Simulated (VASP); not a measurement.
Input of a VASP 6.6.1 run:

File INCAR:

```
PREC     = Accurate       # precision mode
ENCUT    = 350            # plane-wave cutoff, eV
EDIFF    = 1E-5           # SCF threshold, eV
ISMEAR   = 0              # smearing method
SIGMA    = 0.03           # smearing width, eV
LREAL    = Auto         
LASPH    = T              # aspherical terms in the spheres
NELM     = 120            # most SCF steps
ALGO     = Normal         # electronic algorithm
ISIF     = 2              # what is computed and relaxed
LWAVE    = F              # write WAVECAR
LCHARG   = F              # write CHGCAR
ISPIN    = 2              # spin polarisation
MAGMOM   = 0 0 0 0 0 0 0 0 0 0 0 0 0 0 0 0 0 0 0 0 0 0 0 0 # initial moments
LORBIT   = 11             # projections on sites
NUPDOWN  = 0              # fixed moment
LMAXMIX  = 4              # l up to which the mixer works
LDAU     = T              # DFT+U
LDAUTYPE = 2            
LDAUL    = 2 -1 -1        # shell
LDAUU    = 5 0 0          # U, eV
LDAUJ    = 0 0 0        
LDAUPRINT= 1            
GGA      = PS             # functional
ISYM     = 0            
KPAR     = 4
```

Contents of KPOINTS:

```
Automatic mesh
0
Gamma
  4 4 2
```

File POSCAR:

```
NiW7S16                                 
1.0
    6.3064000000      0.0000000000      0.0000000000
   -3.1532000000      5.4615026064      0.0000000000
    0.0000000000      0.0000000000     12.3230000000
  Ni              W               S             
     1     7    16
Direct
     0.2447438283285442    0.3701069694036937    0.2705297780254624
     0.1565471746507480    0.8299628204729782    0.2486667267556939
     0.6647987616639327    0.3307005473818924    0.2456303745127076
     0.6638899936053463    0.8375101003240603    0.2451509068378179
     0.3319942620185986    0.1666918586236412    0.7492220522574804
     0.3319198792350510    0.6662157970687760    0.7492222658594027
     0.8318057625278061    0.1663970649556968    0.7496646237081126
     0.8318985173940266    0.6664601287191970    0.7494243104988026
     0.1648659995052557    0.3329007369573956    0.6223110640121976
     0.1651516364567238    0.8330639251428494    0.6225140928273433
     0.6658903389900516    0.3331989753147603    0.6224651384598835
     0.6657490073505556    0.8336492954535875    0.6224332877155394
     0.3049514401799407    0.1725844323911896    0.1350134396756923
     0.3009918622765499    0.6293102032398395    0.1362150842256737
     0.7786569219207016    0.1404870531860575    0.1088252164632955
     0.8222992816152324    0.6630447768036991    0.1198772762241386
     0.1652736162178018    0.3330976543042639    0.8762875993924016
     0.1657799510393163    0.8333709271317973    0.8765261589026847
     0.6648126042216852    0.3333129100013841    0.8763884322926485
     0.6647098038595930    0.8324756791080302    0.8764117591909575
     0.3519417271590280    0.1649392001390468    0.3787824827751611
     0.3496504245874413    0.6847716259132085    0.3779309909488305
     0.8798161532273068    0.1910460252513059    0.3575110607169192
     0.8291670519687570    0.6667782927116473    0.3736668777211449
```

Potentials or basis: VASP PAW PBE potentials, release 64 (Ni, W_sv, S).

The run is started by

```sh
$ cat potpaw_PBE.64/Ni/POTCAR potpaw_PBE.64/W_sv/POTCAR potpaw_PBE.64/S/POTCAR > POTCAR
$ mpirun -np 4 vasp_std > vasp.out
```

(1) Estimate the pressure.

(2) What does it give for the largest force?

Answers

(1) 0.6 GPa.

(2) 0.154 eV/Å.

Caveat: the PAW data sets were made with another functional, which shifts forces and pressure a little; the total moment is fixed, so each spin has its own Fermi level.
